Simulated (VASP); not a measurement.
```xyz
2
Lattice="0.0000 3.3210 3.3210 3.3210 0.0000 3.3210 3.3210 3.3210 0.0000" Properties=species:S:1:pos:R:3 pbc="T T T"
Te     3.3210     3.3210     3.3210
Pb     0.0000     0.0000     0.0000
```

Method: rev-vdW-DF2, VASP's PBE PAW potentials (set 64) (plane waves; VASP 6.6.1). Numerical set-up: 520 eV cut-off, 7×7×7 Γ-centred mesh, Gaussian smearing of 0.050 eV, potentials Te Pb_d.

### Question
Predict the energy per atom (σ→0), pressure.

### Answer

```yaml
energy per atom (σ→0): -1505 meV/atom
pressure: -21.2 kbar
```

The absolute energy has meaning only against runs of the same code, potentials and settings.

The compound is PbTe in the rock salt structure. This cell is one point of a volume scan, at 1.06 of the reference volume.
